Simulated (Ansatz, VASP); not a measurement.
## WC in two plane-wave programs

One calculation is typed for both programs; each brings its own data sets and cutoff. How far apart do they land?

Method: plane waves, with VASP 6.6.1 beside it; relaxation of cell and atoms at LDA, in Ansatz 0.2.0.

### Step 1. The structure

Symmetry: P-6m2, No. 187, hexagonal system. The conventional cell has a = 2.906 Å, b = 2.906 Å, c = 2.838 Å, α = 90.00°, β = 90.00°, γ = 120.00°. Nearest to W lie 6 C at 2.20 Å. C has 6 W at 2.20 Å nearest. Farther neighbours are not listed.

As a file:

```
W C
1.0
     2.90590    0.00000    0.00000
    -1.45295    2.51658    0.00000
     0.00000    0.00000    2.83767
W C
1 1
Direct
  0.00000 0.00000 0.00000
  0.66667 0.33333 0.50000
```

### Step 2. VASP: relaxation of cell and atoms, LDA

The relaxed volume is the usual yardstick between codes: its relative difference is about their pressure difference at one cell divided by the bulk modulus.

Lines of VASP's logs that name or quote its potential files are left out, and so is its time.

INCAR

```
SYSTEM = WC
PREC = Accurate
ENCUT = 560
EDIFF = 1E-06
NELM = 100
ISMEAR = -1
SIGMA = 0.05
LREAL = .FALSE.
ALGO = Normal
GGA = CA
NBANDS = 11
LORBIT = 11
LWAVE = .FALSE.
LCHARG = .FALSE.
KPAR = 2
IBRION = 2
NSW = 60
ISIF = 3
EDIFFG = -0.01
```

POSCAR

```
WC
1.0
    2.9059000000      0.0000000000      0.0000000000
   -1.4529500000      2.5165832209      0.0000000000
    0.0000000000      0.0000000000      2.8376700000
W C
1 1
Direct
    0.0000000000      0.0000000000      0.0000000000
    0.6666666667      0.3333333333      0.5000000000
```

KPOINTS

```
Automatic mesh
0
Gamma
9 9 8
0 0 0
```

PAW data sets: W and C (PBE family, release 64).

Run with:

```sh
$ mpirun -np 2 vasp_std
```

Numbers of over 12 decimals in the logs are rounded to 6 here.

The log of the run:

```text
[banner, memory and clock lines left out]
running    2 mpi-ranks, on    1 nodes
 distrk:  each k-point on    1 cores,    2 groups
 distr:  one band on    1 cores,    1 groups

 POSCAR found type information on POSCAR W C
 POSCAR found :  2 types and       2 ions
|                                                                             |
|               ----> ADVICE to this user running VASP <----                  |
|                                                                             |
|     You enforced a specific xc type in the INCAR file but a different       |
|     [... a line on the potential file left out ...]
|     I HOPE YOU KNOW WHAT YOU ARE DOING!                                     |
|                                                                             |

 LDA part: xc-table for (Slater(with rela. corr.)+CA(PZ))
 , standard interpolation
 POSCAR, INCAR and KPOINTS ok, starting setup
 FFT: planning ... GRIDC
 FFT: planning ... GRID_SOFT
 FFT: planning ... GRID
 WAVECAR not read
 entering main loop
       N       E                     dE             d eps       ncg     rms          rms(c)
DAV:   1     0.247271825275E+02    0.24727E+02   -0.51950E+03  1320   0.872E+02
DAV:   2    -0.258279451797E+02   -0.50555E+02   -0.47632E+02  1511   0.208E+02
DAV:   3    -0.279452117181E+02   -0.21173E+01   -0.20890E+01  1610   0.356E+01
DAV:   4    -0.279612174588E+02   -0.16006E-01   -0.16002E-01  1470   0.351E+00
DAV:   5    -0.279612857032E+02   -0.68244E-04   -0.68243E-04  1599   0.222E-01    0.363E+01
DAV:   6    -0.249910503526E+02    0.29702E+01   -0.13855E+01  1586   0.227E+01    0.122E+01
DAV:   7    -0.248888221397E+02    0.10223E+00   -0.73401E-01  1359   0.656E+00    0.899E+00
DAV:   8    -0.248437294458E+02    0.45093E-01   -0.11514E-01  1443   0.265E+00    0.220E+00
DAV:   9    -0.248382917702E+02    0.54377E-02   -0.15408E-02  1419   0.781E-01    0.105E-01
DAV:  10    -0.248381611009E+02    0.13067E-03   -0.87415E-04  1521   0.266E-01    0.185E-01
DAV:  11    -0.248381436019E+02    0.17499E-04   -0.86662E-05  1585   0.648E-02    0.796E-03
DAV:  12    -0.248381426007E+02    0.10012E-05   -0.46096E-06  1418   0.147E-02    0.122E-02
DAV:  13    -0.248381425598E+02    0.40926E-07   -0.33844E-07   720   0.560E-03
   1 F= -.24838143E+02 E0= -.24836733E+02  d E =-.248381E+02
[...]
2 F= -.24760845E+02 E0= -.24759369E+02  d E =0.772977E-01
[...]
3 F= -.24847011E+02 E0= -.24845577E+02  d E =-.886804E-02
 curvature:  -0.12 expect dE=-0.526E-05 dE for cont linesearch -0.482E-05
 ZBRENT: interpolating
 opt :   0.2500  next Energy=   -24.847015 (dE=-0.887E-02)
 bond charge predicted
       N       E                     dE             d eps       ncg     rms          rms(c)
DAV:   1    -0.248470168803E+02   -0.70084E-05   -0.70446E-05  1326   0.686E-02    0.310E-02
DAV:   2    -0.248470160246E+02    0.85570E-06   -0.66419E-07  1081   0.735E-03
   4 F= -.24847016E+02 E0= -.24845582E+02  d E =-.887346E-02
 curvature:  -0.11 expect dE=-0.890E-06 dE for cont linesearch -0.243E-06
 trial: gam=-0.00540 g(F)=  0.134E-49 g(S)=  0.781E-05 ort = 0.387E-03 (trialstep = 0.850E+00)
 search vector abs. value=  0.567E-05
 reached required accuracy - stopping structural energy minimisation
```

From OUTCAR (step 2):

```text
ion  position               nearest neighbor table
   1  0.000  0.000  0.000-   2 2.20   2 2.20   2 2.20   2 2.20   2 2.20   2 2.20
   2  0.667  0.333  0.500-   1 2.20   1 2.20   1 2.20   1 2.20   1 2.20   1 2.20

  LATTYP: Found a hexagonal cell.
 ALAT       =     2.9059000000
 C/A-ratio  =     0.9765201831

 Subroutine GETGRP returns: Found 12 space group operations
 (whereof 12 operations were pure point group operations)

The static configuration has the point symmetry D_3h.

 Found     60 irreducible k-points:

   k-points           NKPTS =     60   k-points in BZ     NKDIM =     60   number of bands    NBANDS=     11

   dimension x,y,z NGX =    24 NGY =   24 NGZ =   24
   dimension x,y,z NGXF=    48 NGYF=   48 NGZF=   48

   ENCUT  =  560.0 eV  41.16 Ry    6.42 a.u.   5.61  5.61  5.48*2*pi/ulx,y,z

   NELECT =      10.0000    total number of electrons

 k-points in reciprocal lattice and weights: Automatic mesh
   0.00000000  0.00000000  0.00000000       0.002
   0.11111111 -0.00000000  0.00000000       0.009
   0.22222222  0.00000000  0.00000000       0.009
   0.33333333 -0.00000000  0.00000000       0.009
   0.44444444  0.00000000  0.00000000       0.009
   0.11111111  0.11111111  0.00000000       0.009
   0.22222222  0.11111111  0.00000000       0.019
   0.33333333  0.11111111  0.00000000       0.019
   0.44444444  0.11111111  0.00000000       0.009
[...]
0.33333333  0.22222222  0.50000000       0.019
   0.33333333  0.33333333  0.50000000       0.003

 average (electrostatic) potential at core
       1 -36.7358       2 -45.9144

 E-fermi :   8.2660

 k-point     1 :       0.0000    0.0000    0.0000
  band No.  band energies     occupation
      1      -6.1908      2.00000
      2       3.8102      2.00000
      3       4.8211      2.00000
      4       4.8211      2.00000
      5       8.4122      0.10202
      6      11.5074      0.00000
      7      11.5074      0.00000
      8      13.9963      0.00000
      9      13.9963      0.00000
    ...

 k-point     2 :       0.1111   -0.0000    0.0000
  band No.  band energies     occupation
      1      -5.8760      2.00000
      2       3.8159      2.00000
      3       4.5105      2.00000
      4       5.1318      2.00000
      5       7.5321      2.00000
      6      11.3908      0.00000
      7      12.4819      0.00000
      8      13.3892      0.00000
      9      13.7789      0.00000
     10      15.9356      0.00000
    ...

 k-point     3 :       0.2222    0.0000    0.0000
  band No.  band energies     occupation
      1      -5.0195      2.00000
      2       2.9177      2.00000
      3       4.8180      2.00000
      4       5.9649      2.00000
      5       6.1954      2.00000
      6      11.1084      0.00000
      7      12.2733      0.00000
      8      13.3237      0.00000
      9      13.9537      0.00000
     10      17.6748      0.00000
    ...

  Total       -0.0122656     -0.0122656      0.0047735     -0.0000000      0.0000000      0.0000000
  in kB       -0.9639116     -0.9639116      0.3751281     -0.0000000      0.0000000      0.0000000
  external PRESSURE =      -0.5175650 kB  Pullay stress =       0.0000000 kB

  energy-cutoff  :      560.00
  volume of cell :       20.39
      direct lattice vectors                 reciprocal lattice vectors
     2.890461220  0.000000000 -0.000000000     0.345965548  0.199743302 -0.000000000
    -1.445230610  2.503212845  0.000000000    -0.000000000  0.399486605 -0.000000000
     0.000000000  0.000000000  2.817727254     0.000000000  0.000000000  0.354895953

 POSITION                                       TOTAL-FORCE (eV/Angst)
 -----------------------------------------------------------------------------------
      2.89046      0.00000     -0.00000         0.000000     -0.000000      0.000000
      1.44523      0.83440      1.40886        -0.000000      0.000000      0.000000
 -----------------------------------------------------------------------------------
    total drift:                               -0.000000      0.000000      0.000000

  FREE ENERGIE OF THE ION-ELECTRON SYSTEM (eV)
  ---------------------------------------------------
  free  energy   TOTEN  =       -24.8470160246 eV

  energy  without entropy=      -24.8441477371  energy(sigma->0) =      -24.84558188

 reached required accuracy - stopping structural energy minimisation

 total charge
# of ion       s       p       d       tot
------------------------------------------
    1        0.625   0.894   4.496   6.016
    2        0.840   1.585   0.000   2.425
--------------------------------------------------
tot          1.465   2.478   4.496   8.440

[... 3 further parts left out ...]
```

The data set W keeps the semicore shell frozen, which is cheaper and a little less accurate. The run keeps the 12 symmetry operations of its start, so it cannot find a distortion of lower symmetry.

### Step 3. Ansatz: relaxation of cell and atoms, LDA

Ansatz runs on its default PAW (the set named soft_2) files.

The same cell, functional (in two slightly different forms), mesh and smearing now go to Ansatz, which takes its cutoff from its data sets.

input.yaml

```yaml
crystal:
  lattice:
    - [2.9059, 0.0, 0.0]
    - [-1.45295, 2.5165832209, 0.0]
    - [0.0, 0.0, 2.83767]
  atoms:
    - { symbol: W, position: [0.0, 0.0, 0.0] }
    - { symbol: C, position: [0.6666666667, 0.3333333333, 0.5] }
hamiltonian:
  xc: lda
  pseudopotentials: { kind: paw }
kpoints:
  mp_grid: { grid: [9, 9, 8] }
scf:
  occupations: { method: fermi_dirac, width: 0.05 }
relax:
  f_tol: 0.01
  max_steps: 60
  cell: { stress_tol: 0.05 }
output:
  forces: true
  stress: true
```

Run with:

```sh
$ ansatz run input.yaml --threads 4 --pin off --max-ram 9216MiB --backend cpu --events-out ev --progress --plain --runs-dir out
```

The log of the run:

```text
Engine: ansatz 0.2.0, x86_64-unknown-linux-gnu
Pseudopotentials: kind: paw
Pseudopotential: W, paw, valence charge 14, recommended cutoff 420 eV (normal), W.paw.azcp
Pseudopotential: C, paw, valence charge 4, recommended cutoff 420 eV (normal), C.paw.azcp
Functional definition: SPW92
  exchange = slater_x
  correlation = pw_c
Crystal: 2 atoms, lattice volume = 20.752 Å³
Basis set: ecut = 420 eV, 405 PW (Γ)
Bands: 13, of which v1, the nominal top of the filled ones, is band 9 counted from 1 (8 counted from 0)
Symmetry: 12 space group operations
Space group: P-6m2 (ITA 187), of the structure as read, at distance tolerance 2.7e-5 Å
k-points: 60 of 648 (time reversal used)
Non-local potential: W, projectors of the file, l = 0: 3, l = 1: 2, l = 2: 2, l = 3: 1
Non-local potential: C, projectors of the file, l = 0: 2, l = 1: 2, l = 2: 1
PAW form: soft (Blöchl's): semilocal exchange-correlation on the pseudo side does not see the compensation charge
PAW frozen core: W, regenerated for the run's functional, and the local potential with it (the file was generated under x = pbe(κ = 0.804, μ = 0.219515), c = pbe(β = 0.066725))
PAW frozen core: C, regenerated for the run's functional, and the local potential with it (the file was generated under x = pbe(κ = 0.804, μ = 0.219515), c = pbe(β = 0.066725))
PAW one-centre angular grid: W, 590 points (default); XC on 64 Gauss nodes
PAW one-centre angular grid: C, 110 points (default); XC on 64 Gauss nodes
Initial density: superposition of atomic densities (neutral atoms: chi_scale 0, normalization atom), corrected by the library's trained network
Initial wavefunctions: pseudopotential atomic-orbital guess
Functional: x = slater, c = lda
SCF iter   1: F=—  HF=-10373.330704 eV  |F-HF|=—  |Δ(HF+E_count)|=         —  Δρ=1.17e-2  dr2=2.71e-2  ethr=1.77e-3  ⟨swp⟩=5.8  Hψ=3920  notcnv=0
preconditioner: auto → none  [insulator: Δε(μ)=0.135 eV  Ē_g=9.988 eV  σ=0.050 eV  W_gap=0.56  n_scr=8 (ndim 8)  ℏωp=25.8 eV  f_vac=0.000  D(μ)=0.33/eV (n_scr^D=0)  ε∞_Penn≈7.7]
SCF iter   2: F=—  HF=-10373.326637 eV  |F-HF|=—  |Δ(HF+E_count)|=   4.07e-3  Δρ=5.40e-3  dr2=5.01e-3  ethr=1.51e-4  ⟨swp⟩=1.9  Hψ=1343  notcnv=0
SCF iter   3: F=—  HF=-10373.325858 eV  |F-HF|=—  |Δ(HF+E_count)|=   7.79e-4  Δρ=4.55e-4  dr2=1.69e-5  ethr=2.78e-5  ⟨swp⟩=2.5  Hψ=1052  notcnv=0
SCF iter   4: F=—  HF=-10373.325857 eV  |F-HF|=—  |Δ(HF+E_count)|=   9.84e-7  Δρ=8.40e-5  dr2=7.79e-7  ethr=9.40e-8  ⟨swp⟩=2.1  Hψ=1201  notcnv=0
iter 5 did not close the SCF: its close was put off for the readings that it lacked (scf_convergence_deferred on its scf_iter line)
SCF iter   5: F=-10373.325857 eV  HF=-10373.325857 eV  |F-HF|=6.91e-10  |Δ(HF+E_count)|=   4.86e-8  Δρ=1.07e-5  dr2=7.13e-9  ethr=4.33e-9  ⟨swp⟩=2.4  Hψ=1140  notcnv=0
SCF iter   6: F=-10373.325857 eV  HF=-10373.325857 eV  |F-HF|=3.64e-12  |Δ(HF+E_count)|=   1.62e-9  Δρ=1.04e-6  dr2=7.48e-11  ethr=3.96e-11  ⟨swp⟩=1.9  Hψ=2593  notcnv=0
SCF 1 converged in 6 iterations: F = -10373.325857 eV  dr2 = 7.48e-11
  greatest PAW one-centre occupation: 1.000 electrons in one spin orbital (limit 2), on the W atom at site 0 (counted from 0), in its partial waves of l = 0
relax step   1: F+E_penalty+E_count = -10373.32585664 eV  Δ(F+E_penalty+E_count) = +0.000e0 eV  max|allowed force component| = 8.789e-17 eV/Å  Δτ_max = 0.0000 Å  P = -9.807 GPa  Ω = 20.752 Å³  (6 SCF iters, dr2 threshold 1.00e-7 eV, accepted)
[... from here on, the SCF cycles and remarks between the steps are left out ...]
relax step   2: F+E_penalty+E_count = -10373.33852230 eV  Δ(F+E_penalty+E_count) = -1.267e-2 eV  max|allowed force component| = 1.295e-16 eV/Å  Δτ_max = 0.0000 Å  P = +5.664 GPa  Ω = 19.996 Å³  energy of the carried Pulay correction = +1.661e-3 eV  (6 SCF iters, dr2 threshold 2.00e-7 eV, accepted)
relax step   3: F+E_penalty+E_count = -10373.34216518 eV  Δ(F+E_penalty+E_count) = -3.643e-3 eV  max|allowed force component| = 2.498e-16 eV/Å  Δτ_max = 0.0000 Å  P = -0.215 GPa  Ω = 20.277 Å³  energy of the carried Pulay correction = +1.032e-3 eV  (6 SCF iters, dr2 threshold 2.00e-7 eV, accepted)
relax step   4: F+E_penalty+E_count = -10373.34254223 eV  Δ(F+E_penalty+E_count) = -3.771e-4 eV  max|allowed force component| = 1.203e-16 eV/Å  Δτ_max = 0.0000 Å  P = -0.267 GPa  Ω = 20.271 Å³  energy of the carried Pulay correction = +1.049e-3 eV  (6 SCF iters, dr2 threshold 2.00e-7 eV, accepted)
relax step   5: F+E_penalty+E_count = -10373.34261948 eV  Δ(F+E_penalty+E_count) = -7.725e-5 eV  max|allowed force component| = 1.018e-16 eV/Å  Δτ_max = 0.0000 Å  P = -0.005 GPa  Ω = 20.260 Å³  energy of the carried Pulay correction = +1.072e-3 eV  (6 SCF iters, dr2 threshold 2.00e-7 eV, accepted)
relax step   6: F+E_penalty+E_count = -10373.34161661 eV  Δ(F+E_penalty+E_count) = +1.003e-3 eV  max|allowed force component| = 1.295e-16 eV/Å  Δτ_max = 0.0000 Å  P = -0.061 GPa  Ω = 20.260 Å³  stress off target by 6.44e-2 GPa  SCF on the basis re-selected at this cell (its energy is not comparable with the rows above)  (8 SCF iters)
relax step   7: F+E_penalty+E_count = -10373.34162370 eV  Δ(F+E_penalty+E_count) = -7.087e-6 eV  max|allowed force component| = 6.939e-17 eV/Å  Δτ_max = 0.0000 Å  P = -0.000 GPa  Ω = 20.257 Å³  energy of the carried Pulay correction = +6.525e-6 eV  (7 SCF iters, dr2 threshold 1.04e-8 eV, accepted)
relax step   8: F+E_penalty+E_count = -10373.34160247 eV  Δ(F+E_penalty+E_count) = +2.123e-5 eV  max|allowed force component| = 1.156e-16 eV/Å  Δτ_max = 0.0000 Å  P = -0.001 GPa  Ω = 20.257 Å³  stress off target by 8.23e-4 GPa  SCF on the basis re-selected at this cell (its energy is not comparable with the rows above)  (7 SCF iters)
basis re-selected at this cell: Δ(F+E_penalty+E_count) = +2.123e-5 eV, ΔP = -0.000 GPa vs the last step (what re-selecting the basis moved, of the pressure what is left beyond the Pulay correction that the steps carried, after the strain that the cell walked since its last selection, with what the two solves' SCF thresholds leave and, on support functions, any second-order correction that the steps lacked; it is no m [...]
SCF converged after 7 iterations
Free energy (F): -10373.341602 eV
Harris-Foulkes:  -10373.341602 eV  (|F-HF|=1.82e-12)
Internal energy: -10373.338393 eV  (E = F + TS)
E sigma→0 (E₀):  -10373.339998 eV
Entropy (-TS):   -0.003210 eV (-1.605 meV/atom)
Fermi energy:    20.829469 eV
--- Per-component energies (eV) ---
  E_band       = -54.010618
  E_kinetic    = 544.484850
  E_local      = -655.283867  (includes V_loc(G=0)·N_el)
  E_nonlocal   = 32.471590
  E_hartree    = 231.395066
  E_xc         = -315.070777
  E_vxc        = -301.207713  (∫ρ·V_xc dr)
  E_paw        = -8400.965547  (= ΣΔE_a)
  E_vpaw       = -137.265551  (= ΣTr[D̂ρ^β])
  E_aug_tail   = -0.000059  (compensation charges beyond the density's cutoff)
  E_ewald      = -1810.715634
  E_core_change = 0.345985  (= ΣΔE_core)
  E_smearing   = -0.003210  (= −TS)
  E_closure    = 0.000000  (closes the sum)
  Σ components = -10373.341602   (vs F -10373.341602, Δ=0.00e0)
--- Forces (eV/Å), atoms counted from 1 ---
  atom   1  W      0.00000000     0.00000000     0.00000000
  atom   2  C      0.00000000    -0.00000000     0.00000000
  max |Σ_I F_I| component: 3.61e-16 eV/Å
--- Stress (GPa, compression-positive) ---
       -0.000823      -0.000000      -0.000000
        0.000000      -0.000823      -0.000000
       -0.000000      -0.000000      -0.000351
  P = ⅓ Tr σ = -0.0007 GPa (-0.007 kbar)
--- Relaxed structure (6 steps of the walk, 6 accepted, 2 SCFs on fresh bases) ---
  F+E_penalty+E_count = -10373.34160247 eV   max|allowed force component| = 1.156e-16 eV/Å   (the final SCF, on the basis selected at the relaxed cell)
  cell:  # Å, volume = 20.2575 Å³
    - [2.885006, 0.0, 0.0]
    - [-1.442503, 2.498489, 0.0]
    - [0.0, 0.0, 2.810358]
  atoms:
    - { symbol: W, position: [-3.7007434155248937e-17, 0, 0.0] }
    - { symbol: C, position: [0.666667, 0.333333, 0.5] }
```

It took 3.8 s on 4 threads of Intel Xeon Platinum 8259CL at 2.50GHz (Skylake/Cascade Lake), shared host; peak memory 0.39 GiB; 12 s of CPU time.

### Step 4. Differences

Known differences besides the potentials themselves: the two LDA forms differ slightly; both relaxations stop at a tolerance, which leaves soft axes loose, and VASP keeps its plane-wave basis; the data sets hold 18 valence electrons in Ansatz (default PAW (the set named soft_2) files) and 10 in VASP; the cutoff is 420 eV in Ansatz and 560 eV in VASP; Ansatz makes its cores anew for this functional, VASP keeps those of its PBE data sets; VASP's log shows a relativistic correction to its local exchange, Ansatz's none; Ansatz adds a Pulay correction to the stress that steers its cell, VASP none. Total energies have different zeros and are not compared.

The two programs side by side:

```csv
quantity,Ansatz,VASP,difference
volume (Å³),20.26,20.39,-0.64 %
"edge a after relaxation, in the typed setting (Å)",2.885,2.890,-0.19 %
"edge c after relaxation, in the typed setting (Å)",2.810,2.818,-0.26 %
```

The walks stopped with 0.00 GPa left in Ansatz and -0.05 GPa in VASP; each walk ends within a tolerance, so the volume difference is uncertain by about these residues over the bulk modulus, most in soft cells.

### Step 5. What came out

```
difference in volume (relaxation of cell and atoms, LDA) : -0.64 %
```

What this shows: The difference in volume is -0.64 % (relaxation of cell and atoms, LDA), within the 1.2 % picked in this series as the mark of a large difference, as far as the stopping tolerances let one tell. Such differences can come from data sets, numerical settings and the points named under the comparisons, not from the functional's error against experiment.

[Lines on the potential files, build, host, timing and source positions are cut from VASP's logs without a mark.]

[Logs are printed without paths, hosts, clocks, repeated set-up lines and the standing remarks that a program may print on its own settings, such as how far it seeks lower states.]

[Hosts, paths, dates, database ids (printed as entryN), source tags and the programs' standing remarks are cut or masked in the printed files.]
